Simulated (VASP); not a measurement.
# Beryllium: structure and properties in VASP

What structure and properties does PBEsol give Beryllium, and how near are they to the measured ones? The steps: full relaxation (PBEsol), second relaxation, single point with fields (PBEsol), band structure (PBEsol), total and projected DOS (PBEsol), volume scan with PBEsol, fit for PBEsol and vibrations at Γ (PBEsol). The start is a cell from a database of measured crystal structures.

Program: VASP 6.6.1. Level of theory: PBEsol; plane waves and PAW (Be). Results are calculated unless marked as measured.

**What experiment says.**

For Be, hexagonal close-packed (crystalline beryllium, reference value from earlier work), “D retention and material defects probed using Raman microscopy in JET limiter samples and beryllium-based synthesized samples” (2021, arxiv:2109.15077) quotes earlier work: Raman mode (E2g) 455 cm⁻¹ [literature value quoted in the methods section; measurement temperature and sample not …].

This is a report of a sequence of runs, with most program output left out.

### Step 1. Set-up

Before any relaxation, the start is as follows. It takes space group P6_3/mmc (No. 194, hexagonal). The conventional cell has a = 2.285 Å, b = 2.285 Å, c = 3.584 Å, α = 90.00°, β = 90.00°, γ = 120.00°. Nearest to Be lie 12 Be at 2.23 to 2.29 Å.

Coordinates:

```
Be
1.0
     2.28530    0.00000    0.00000
    -1.14265    1.97913    0.00000
     0.00000    0.00000    3.58420
Be
2
Direct
  0.33333 0.66667 0.25000
  0.66667 0.33333 0.75000
```

### Step 2. Full relaxation (PBEsol)

The start need not lie at this functional's minimum. ISIF = 3 frees volume, shape and positions, and EDIFFG sets the threshold on forces and stress at which the search stops. PBEsol restores the gradient expansion of exchange and is tuned for the cells of solids.

INCAR

```
SYSTEM = Be
PREC = Accurate
ENCUT = 400
EDIFF = 1E-06
NELM = 100
ISMEAR = 1
SIGMA = 0.2
LREAL = .FALSE.
ALGO = Normal
GGA = PS
NBANDS = 8
LORBIT = 11
LWAVE = .FALSE.
LCHARG = .FALSE.
KPAR = 2
IBRION = 2
NSW = 60
ISIF = 3
EDIFFG = -0.01
```

POSCAR

```
Be
1.0
    2.2853000000      0.0000000000      0.0000000000
   -1.1426500000      1.9791278553      0.0000000000
    0.0000000000      0.0000000000      3.5842000000
Be
2
Direct
    0.3333333333      0.6666666667      0.2500000000
    0.6666666667      0.3333333333      0.7500000000
```

KPOINTS

```
Automatic mesh
0
Gamma
13 13 8
0 0 0
```

Potentials, in the order of the species: Be (PBE family, release 64).

Launch:

```
> mpirun -np 2 vasp_std
```

It took 13 s on 2 MPI ranks of AMD EPYC 7R13 (Zen 3), shared host; peak memory 0.19 GiB; 22 s of CPU time.

The PAW data sets were made with PBE, which is usual practice but a small mismatch for other functionals. The run keeps the 24 symmetry operations of its start, so it cannot find a distortion of lower symmetry.

Step by step:

| step | energy less that of the first step (eV) | largest force (eV/Å) | pressure (GPa) | volume (Å³) |
| --- | --- | --- | --- | --- |
| 1 | 0.0000 | 0.0000 | -3.54 | 16.21 |
| 2 | -0.0054 | 0.0000 | -0.46 | 15.79 |
| 3 | -0.0054 | 0.0000 | -0.04 | 15.74 |
| 4 | -0.0054 | 0.0000 | 0.03 | 15.73 |
| 5 | -0.0055 | 0.0000 | 0.06 | 15.73 |

| conventional cell, symmetrised | before | after | change |
| --- | --- | --- | --- |
| a (Å) | 2.285 | 2.264 | -1.0 % |
| b (Å) | 2.285 | 2.264 | -1.0 % |
| c (Å) | 3.584 | 3.544 | -1.1 % |
| volume (Å³/atom) | 8.11 | 7.86 | -3.0 % |

The relaxed structure:

```
Be
1.0
     2.26354    0.00000    0.00000
    -1.13177    1.96028    0.00000
     0.00000    0.00000    3.54408
Be
2
Cartesian
  0.0000 1.3069 0.8860
  1.1318 0.6534 2.6581
```

This step gave:

```
electrons                       : 4
bands                           : 8
irreducible k-points            : 105
symmetry operations             : 24
free energy (TOTEN)             : -7.992 eV
energy at zero smearing         : -7.992 eV
Fermi energy                    : 6.878 eV
pressure                        : 0.06091 GPa
metallic                        : yes
SCF cycles over all ionic steps : 19
```

It ends with forces that vanish by symmetry and a pressure of 0.06 GPa. The volume lies -3.0 % from that of the database's start, which holds the thermal and zero-point expansion of its experiment.

### Step 3. Second relaxation

A relaxation keeps the plane waves of the cell it began with, so it is repeated from the new cell, on a basis made for it.

INCAR is that of step 2.

POSCAR

```
Be
1.0
    2.2635369097      0.0000000000      0.0000000000
   -1.1317684549      1.9602804663      0.0000000000
    0.0000000000      0.0000000000      3.5440809066
Be
2
Direct
    0.3333333333      0.6666666667      0.2500000000
    0.6666666667      0.3333333333      0.7500000000
```

KPOINTS is that of step 2.

Launch:

```
> mpirun -np 2 vasp_std
```

It took 6.6 s on 2 MPI ranks; peak memory 0.17 GiB; 11 s of CPU time.

Little changed from the start: no atom moved by 0.005 Å and no cell edge by 0.1 %.

Numbers from this step:

```
free energy (TOTEN)             : -7.991 eV
pressure                        : 0.06331 GPa
SCF cycles over all ionic steps : 9
```

It ends with forces that vanish by symmetry and a pressure of 0.06 GPa. The volume moved by under 0.01 %: the run met its threshold at the first step.

### Step 4. Single point with fields (PBEsol)

The relaxed cell gets a fresh self-consistent run, on a basis set for its own volume, to fix the density and to check the remaining stress.

INCAR: that of step 3 with these lines changed.

```diff
@@ -13,7 +13,5 @@
 LWAVE = .FALSE.
-LCHARG = .FALSE.
-KPAR = 2
-IBRION = 2
-NSW = 60
-ISIF = 3
-EDIFFG = -0.01
+LCHARG = .TRUE.
+ISIF = 2
+LELF = .TRUE.
+LVHAR = .TRUE.
```

POSCAR is that of step 3.

KPOINTS is that of step 3.

Launch:

```
> mpirun -np 2 vasp_std
```

It took 7.6 s on 2 MPI ranks; peak memory 0.16 GiB.

Numbers from this step:

| Property | Result |
| --- | --- |
| SCF cycles | 9 |

Valence electrons inside each PAW sphere by angular momentum. Sphere charges, by row:

| atom | s (e) | p (e) | d (e) | tot (e) |
| --- | --- | --- | --- | --- |
| Be1 | 0.407 | 0.778 | 0 | 1.185 |
| Be2 | 0.407 | 0.778 | 0 | 1.185 |

Valence density in the ac plane at fractional y = 0.333, with atoms of Be within 0.2 Å of it. It is the smooth field of the valence electrons, not physical close to the nuclei.

Values in e/Å³, 18 rows by 12 columns:
```
0.26 0.25 0.25 0.25 0.26 0.27 0.28 0.28 0.28 0.28 0.28 0.27
0.26 0.26 0.26 0.26 0.26 0.27 0.26 0.24 0.23 0.24 0.26 0.27
0.27 0.26 0.26 0.26 0.27 0.26 0.22 0.17 0.15 0.17 0.22 0.26
0.27 0.26 0.26 0.26 0.27 0.25 0.18 0.10 0.07 0.10 0.18 0.25
0.27 0.26 0.26 0.26 0.27 0.25 0.18 0.10 0.07 0.10 0.18 0.25
0.27 0.26 0.26 0.26 0.27 0.26 0.22 0.17 0.15 0.17 0.22 0.26
0.26 0.26 0.26 0.26 0.26 0.27 0.26 0.24 0.23 0.24 0.26 0.27
0.26 0.25 0.25 0.25 0.26 0.27 0.28 0.28 0.28 0.28 0.28 0.27
0.26 0.25 0.25 0.25 0.26 0.27 0.28 0.28 0.29 0.28 0.28 0.27
0.26 0.25 0.25 0.25 0.26 0.27 0.28 0.28 0.29 0.28 0.28 0.27
0.26 0.26 0.25 0.26 0.26 0.27 0.28 0.29 0.29 0.29 0.28 0.27
0.27 0.25 0.25 0.25 0.27 0.28 0.28 0.29 0.29 0.29 0.28 0.28
0.27 0.25 0.24 0.25 0.27 0.28 0.29 0.29 0.29 0.29 0.29 0.28
0.27 0.25 0.24 0.25 0.27 0.28 0.29 0.29 0.29 0.29 0.29 0.28
0.27 0.25 0.25 0.25 0.27 0.28 0.28 0.29 0.29 0.29 0.28 0.28
0.26 0.26 0.25 0.26 0.26 0.27 0.28 0.29 0.29 0.29 0.28 0.27
0.26 0.25 0.25 0.25 0.26 0.27 0.28 0.28 0.29 0.28 0.28 0.27
0.26 0.25 0.25 0.25 0.26 0.27 0.28 0.28 0.29 0.28 0.28 0.27
```
Columns run along a (2.3 Å), rows up along c (3.5 Å). Atoms in or near the plane, at fractional coordinates: Be at (0.67, 0.75).

ELF in the ac plane at fractional y = 0.333, with atoms of Be within 0.2 Å of it. It is the smooth field of the valence electrons, not physical close to the nuclei.

Values, 18 rows by 12 columns:
```
0.59 0.60 0.61 0.60 0.59 0.56 0.50 0.45 0.43 0.45 0.50 0.56
0.55 0.60 0.61 0.60 0.55 0.44 0.31 0.20 0.17 0.20 0.31 0.44
0.49 0.59 0.61 0.59 0.49 0.32 0.13 0.04 0.02 0.04 0.13 0.32
0.45 0.58 0.62 0.58 0.45 0.24 0.06 0.01 0.00 0.01 0.06 0.24
0.45 0.58 0.62 0.58 0.45 0.24 0.06 0.01 0.00 0.01 0.06 0.24
0.49 0.59 0.61 0.59 0.49 0.32 0.13 0.04 0.02 0.04 0.13 0.32
0.55 0.60 0.61 0.60 0.55 0.44 0.31 0.20 0.17 0.20 0.31 0.44
0.59 0.60 0.61 0.60 0.59 0.56 0.50 0.45 0.43 0.45 0.50 0.56
0.60 0.58 0.58 0.58 0.60 0.62 0.63 0.62 0.62 0.62 0.63 0.62
0.59 0.54 0.52 0.54 0.59 0.64 0.68 0.70 0.71 0.70 0.68 0.64
0.55 0.46 0.43 0.46 0.55 0.64 0.70 0.73 0.74 0.73 0.70 0.64
0.49 0.37 0.33 0.37 0.49 0.62 0.71 0.75 0.76 0.75 0.71 0.62
0.45 0.32 0.26 0.32 0.46 0.61 0.71 0.76 0.77 0.76 0.71 0.61
0.45 0.32 0.26 0.32 0.46 0.61 0.71 0.76 0.77 0.76 0.71 0.61
0.49 0.37 0.33 0.37 0.49 0.62 0.71 0.75 0.76 0.75 0.71 0.62
0.55 0.46 0.43 0.46 0.55 0.64 0.70 0.73 0.74 0.73 0.70 0.64
0.59 0.54 0.52 0.54 0.59 0.64 0.68 0.70 0.71 0.70 0.68 0.64
0.60 0.58 0.58 0.58 0.60 0.62 0.63 0.62 0.62 0.62 0.63 0.62
```
Columns run along a (2.3 Å), rows up along c (3.5 Å). Atoms in or near the plane, at fractional coordinates: Be at (0.67, 0.75).

Electrostatic potential energy in the ac plane at fractional y = 0.333, with atoms of Be within 0.2 Å of it. With pseudopotentials it is smooth inside the atoms' cores, unlike the true potential.

Ten even steps from '_' (-39 eV) to '@' (0 eV):
```
@@@@@@@@@@%%%%######%%%%
%%@@@@@@%%%%++::::::++%%
%%@@@@@@%%**..______..**
%%@@@@@@%%==__..==..__==
%%@@@@@@%%==__..==..__==
%%@@@@@@%%**..______..**
%%@@@@@@%%%%++::::::++%%
@@@@@@@@@@%%%%######%%%%
@@@@@@@@@@@@@@%%%%%%@@@@
@@@@@@@@@@@@@@@@@@@@@@@@
@@%%%%%%%%@@@@@@@@@@@@@@
%%%%##%%%%@@@@@@@@@@@@@@
%%##**##%%%%@@@@@@@@@@%%
%%##**##%%%%@@@@@@@@@@%%
%%%%##%%%%@@@@@@@@@@@@@@
@@%%%%%%%%@@@@@@@@@@@@@@
@@@@@@@@@@@@@@@@@@@@@@@@
@@@@@@@@@@@@@@%%%%%%@@@@
```
Columns run along a (2.3 Å; values clipped at the 3rd and 97th percentile), rows up along c (3.5 Å). Atoms in or near the plane, at fractional coordinates: Be at (0.67, 0.75).

In this run the pressure is 0.06 GPa, small enough to go on.

### Step 5. Band structure (PBEsol)

The mesh alone shows little of the dispersion and can miss band extrema, so KPOINTS_OPT adds a path through the symmetry points after the self-consistent cycle.

INCAR

```
SYSTEM = Be
PREC = Accurate
ENCUT = 400
EDIFF = 1E-06
NELM = 100
ISMEAR = 1
SIGMA = 0.2
LREAL = .FALSE.
ALGO = Normal
GGA = PS
NBANDS = 14
LORBIT = 11
LWAVE = .FALSE.
LCHARG = .FALSE.
KPAR = 2
```

POSCAR is that of step 4.

KPOINTS is that of step 4.

KPOINTS_OPT

```
Line mode
16
Line-mode
Reciprocal
  0.00000000   0.00000000   0.00000000 GAMMA
  0.50000000   0.00000000   0.00000000 M

  0.50000000   0.00000000   0.00000000 M
  0.33333333   0.33333333   0.00000000 K

  0.33333333   0.33333333   0.00000000 K
  0.00000000   0.00000000   0.00000000 GAMMA

  0.00000000   0.00000000   0.00000000 GAMMA
  0.00000000   0.00000000   0.50000000 A

  0.00000000   0.00000000   0.50000000 A
  0.50000000   0.00000000   0.50000000 L

  0.50000000   0.00000000   0.50000000 L
  0.33333333   0.33333333   0.50000000 H

  0.33333333   0.33333333   0.50000000 H
  0.00000000   0.00000000   0.50000000 A

  0.50000000   0.00000000   0.50000000 L
  0.50000000   0.00000000   0.00000000 M

  0.33333333   0.33333333   0.00000000 K
  0.33333333   0.33333333   0.50000000 H
```

Launch:

```
> mpirun -np 2 vasp_std
```

Wall time 20 s (2 MPI ranks); peak memory 0.2 GiB.

This step gave:

| Quantity | Value |
| --- | --- |
| bands | 14 |
| pressure | 0.06311 GPa |

The electronic bands at the labelled points (eV, zero at the Fermi level; # counts the bands kept):

| point | #1 | #2 | #3 | #4 | #5 | #6 |
| --- | --- | --- | --- | --- | --- | --- |
| Γ | -11.19 | -4.24 | 1.43 | 16.13 | 16.13 | 19.02 |
| 0.47 of the way | -9.63 | -2.20 | 1.61 | 8.85 | 11.97 | 16.85 |
| M | -4.88 | -2.98 | 3.83 | 6.71 | 7.04 | 9.53 |
| 0.47 of the way | -4.23 | -2.48 | 4.48 | 4.50 | 7.04 | 7.19 |
| K | -2.36 | -0.86 | -0.86 | 6.90 | 6.90 | 7.03 |
| 0.47 of the way | -8.47 | -0.70 | 1.71 | 6.28 | 9.03 | 14.80 |
| Γ | -11.19 | -4.24 | 1.43 | 16.13 | 16.13 | 19.02 |
| 0.47 of the way | -10.72 | -6.21 | 4.50 | 16.56 | 16.56 | 18.20 |
| A | -9.01 | -9.01 | 11.11 | 11.11 | 17.81 | 17.81 |
| 0.47 of the way | -7.43 | -7.43 | 9.48 | 9.48 | 13.47 | 13.47 |
| L | -3.48 | -3.48 | 1.76 | 1.76 | 12.18 | 12.18 |
| 0.47 of the way | -2.82 | -2.82 | 1.70 | 1.70 | 8.97 | 8.97 |
| H | -0.99 | -0.99 | 0.51 | 0.51 | 6.52 | 6.52 |
| 0.47 of the way | -6.28 | -6.28 | 8.12 | 8.12 | 9.80 | 9.80 |
| A | -9.01 | -9.01 | 11.11 | 11.11 | 17.81 | 17.81 |
| jump to L | -3.48 | -3.48 | 1.76 | 1.76 | 12.18 | 12.18 |
| 0.53 of the way | -4.50 | -2.99 | 2.77 | 3.40 | 10.12 | 11.36 |
| M | -4.88 | -2.98 | 3.83 | 6.71 | 7.04 | 9.53 |
| jump to K | -2.36 | -0.86 | -0.86 | 6.90 | 6.90 | 7.03 |
| 0.53 of the way | -1.54 | -0.93 | -0.93 | 3.69 | 6.67 | 6.67 |
| H | -0.99 | -0.99 | 0.51 | 0.51 | 6.52 | 6.52 |

There is no gap at this level.

Of the bands kept, 2 cross the Fermi level on this path.

### Step 6. Total and projected DOS (PBEsol)

Here the states are counted by energy and projected on the atoms. The mesh is finer than in the run before.

INCAR: that of step 5 with these lines changed.

```diff
@@ -5,3 +5,3 @@
 NELM = 100
-ISMEAR = 1
+ISMEAR = -5
 SIGMA = 0.2
@@ -15 +15,2 @@
 KPAR = 2
+NEDOS = 2001
```

POSCAR is that of step 5.

KPOINTS

```
Automatic mesh
0
Gamma
20 20 11
0 0 0
```

Launch:

```
> mpirun -np 2 vasp_std
```

Wall time 27 s (2 MPI ranks); peak memory 0.24 GiB.

With tetrahedra the forces and stress of a metal are not exact derivatives of the energy.

Numbers from this step:

* irreducible k-points: 264
* free energy (TOTEN): -7.993 eV
* Fermi energy: 7.003 eV
* pressure: -0.01431 GPa
* DOS at the Fermi level: 0.1192 states/eV/cell

The density of states has structure finer than the step of the table below, so its rows give means over 0.5 eV, whole bins alone (the curve runs from -12.0 to 7.92 eV). Peaks (eV: height): total -2.87: 0.646, 1.93: 1.13, 6.23: 0.842; Be p -2.87: 0.320, -0.34: 0.129, 1.93: 0.394, 6.23: 0.351; Be s -9.45: 0.116, -2.87: 0.0699, 1.93: 0.232, 6.40: 0.185.

States under -12.0 eV and over 7.9 eV are left out. Density of states against energy, zero at the Fermi level; means over each step; values in states/eV/cell:

| energy (eV) | total | Be p | Be s |
| --- | --- | --- | --- |
| -11.5 | 0.00305 | 2.4e-5 | 0.00179 |
| -11.0 | 0.0869 | 0.00249 | 0.0490 |
| -10.5 | 0.151 | 0.00923 | 0.0800 |
| -10.0 | 0.193 | 0.0183 | 0.0960 |
| -9.5 | 0.236 | 0.0301 | 0.109 |
| -9.0 | 0.253 | 0.0403 | 0.109 |
| -8.5 | 0.284 | 0.0546 | 0.113 |
| -8.0 | 0.312 | 0.0696 | 0.114 |
| -7.5 | 0.336 | 0.0856 | 0.112 |
| -7.0 | 0.362 | 0.103 | 0.109 |
| -6.5 | 0.387 | 0.123 | 0.104 |
| -6.0 | 0.417 | 0.145 | 0.0992 |
| -5.5 | 0.456 | 0.175 | 0.0921 |
| -5.0 | 0.522 | 0.221 | 0.0849 |
| -4.5 | 0.532 | 0.243 | 0.0694 |
| -4.0 | 0.510 | 0.248 | 0.0528 |
| -3.5 | 0.494 | 0.253 | 0.0404 |
| -3.0 | 0.556 | 0.287 | 0.0473 |
| -2.5 | 0.541 | 0.279 | 0.0471 |
| -2.0 | 0.444 | 0.235 | 0.0330 |
| -1.5 | 0.409 | 0.220 | 0.0281 |
| -1.0 | 0.259 | 0.141 | 0.0155 |
| -0.5 | 0.183 | 0.1000 | 0.00965 |
| 0.0 | 0.126 | 0.0694 | 0.00481 |
| 0.5 | 0.0992 | 0.0538 | 0.00363 |
| 1.0 | 0.162 | 0.0858 | 0.00743 |
| 1.5 | 0.485 | 0.199 | 0.0738 |
| 2.0 | 0.974 | 0.354 | 0.189 |
| 2.5 | 0.634 | 0.254 | 0.102 |
| 3.0 | 0.515 | 0.213 | 0.0765 |
| 3.5 | 0.479 | 0.205 | 0.0652 |
| 4.0 | 0.472 | 0.201 | 0.0636 |
| 4.5 | 0.479 | 0.212 | 0.0586 |
| 5.0 | 0.438 | 0.200 | 0.0503 |
| 5.5 | 0.392 | 0.179 | 0.0469 |
| 6.0 | 0.579 | 0.256 | 0.0920 |
| 6.5 | 0.770 | 0.317 | 0.155 |
| 7.0 | 0.697 | 0.303 | 0.129 |
| 7.5 | 0.644 | 0.287 | 0.113 |

The finer mesh and the other smearing move the Fermi level by +0.12 eV from the 13×13×8 run, one measure of the sampling error in the zero of the bands above. Of the states within 0.3 eV of the Fermi level, the largest shares in the PAW spheres are Be p 55 %. The rest lies in smaller channels or between the spheres.

### Step 7. Volume scan with PBEsol, volume scale 0.94

An equation of state needs energies on both sides of the minimum, all on one mesh and cutoff.

INCAR

```
SYSTEM = Be
PREC = Accurate
ENCUT = 400
EDIFF = 1E-06
NELM = 100
ISMEAR = 1
SIGMA = 0.2
LREAL = .FALSE.
ALGO = Normal
GGA = PS
NBANDS = 8
LORBIT = 11
LWAVE = .FALSE.
LCHARG = .FALSE.
KPAR = 2
ISIF = 2
```

POSCAR

```
Be
1.0
    2.2173293133      0.0000000000      0.0000000000
   -1.1086646567      1.9202635140      0.0000000000
    0.0000000000      0.0000000000      3.4717324243
Be
2
Direct
    0.3333333333      0.6666666667      0.2500000000
    0.6666666667      0.3333333333      0.7500000000
```

KPOINTS

```
Automatic mesh
0
Gamma
13 13 8
0 0 0
```

Launch:

```
> mpirun -np 2 vasp_std
```

Wall time 8.2 s (2 MPI ranks); peak memory 0.16 GiB; 13 s of CPU time.

The scan keeps the cell's shape and the fractional positions fixed.

This step gave:

```
bands                   : 8
irreducible k-points    : 105
free energy (TOTEN)     : -7.967 eV
energy at zero smearing : -7.967 eV
Fermi energy            : 7.369 eV
pressure                : 8.566 GPa
```

The pressure here is 8.57 GPa.

### Step 8. Volume scan with PBEsol, volume scale 0.96

INCAR is that of step 7.

POSCAR

```
Be
1.0
    2.2329448230      0.0000000000      0.0000000000
   -1.1164724115      1.9337869420      0.0000000000
    0.0000000000      0.0000000000      3.4961820497
Be
2
Direct
    0.3333333333      0.6666666667      0.2500000000
    0.6666666667      0.3333333333      0.7500000000
```

KPOINTS is that of step 7.

Launch:

```
> mpirun -np 2 vasp_std
```

It took 9 s on 2 MPI ranks; peak memory 0.17 GiB; 15 s of CPU time.

Numbers from this step:

* free energy (TOTEN): -7.981 eV
* energy at zero smearing: -7.981 eV
* Fermi energy: 7.200 eV
* pressure: 5.482 GPa

The pressure falls from 8.57 to 5.48 GPa.

The run ends at a pressure of 5.48 GPa.

### Step 9. Volume scan with PBEsol, volume scale 0.98

INCAR is that of step 8.

POSCAR

```
Be
1.0
    2.2483449291      0.0000000000      0.0000000000
   -1.1241724646      1.9471238251      0.0000000000
    0.0000000000      0.0000000000      3.5202944120
Be
2
Direct
    0.3333333333      0.6666666667      0.2500000000
    0.6666666667      0.3333333333      0.7500000000
```

KPOINTS is that of step 8.

Launch:

```
> mpirun -np 2 vasp_std
```

The job ended after 8.4 s (2 MPI ranks; peak memory 0.17 GiB).

The pressure falls from 5.48 to 2.66 GPa.

The run ends at a pressure of 2.66 GPa.

### Step 10. Volume scan with PBEsol, volume scale 1

INCAR is that of step 9.

POSCAR

```
Be
1.0
    2.2635369097      0.0000000000      0.0000000000
   -1.1317684549      1.9602804663      0.0000000000
    0.0000000000      0.0000000000      3.5440809066
Be
2
Direct
    0.3333333333      0.6666666667      0.2500000000
    0.6666666667      0.3333333333      0.7500000000
```

KPOINTS is that of step 9.

Launch:

```
> mpirun -np 2 vasp_std
```

Run time: 8.6 s. Hardware: 2 MPI ranks; peak memory 0.17 GiB.

The pressure falls from 2.66 to 0.06 GPa.

The run ends at a pressure of 0.06 GPa.

### Step 11. Volume scan with PBEsol, volume scale 1.02

INCAR is that of step 10.

POSCAR

```
Be
1.0
    2.2785276572      0.0000000000      0.0000000000
   -1.1392638287      1.9732628345      0.0000000000
    0.0000000000      0.0000000000      3.5675523251
Be
2
Direct
    0.3333333333      0.6666666667      0.2500000000
    0.6666666667      0.3333333333      0.7500000000
```

KPOINTS is that of step 10.

Launch:

```
> mpirun -np 2 vasp_std
```

Wall time 9 s (2 MPI ranks); peak memory 0.18 GiB.

[end of part 1 of 2]

[Lines on the potential files, build, host, timing and source positions are cut from VASP's logs without a mark.]

[Logs are printed without paths, hosts, clocks, repeated set-up lines and the standing remarks that a program may print on its own settings, such as how far it seeks lower states.]

[Hosts, paths, dates, database ids (printed as entryN), source tags and the programs' standing remarks are cut or masked in the printed files.]

[A measured line is paired with the nearest computed mode of its activity, which favours agreement.]
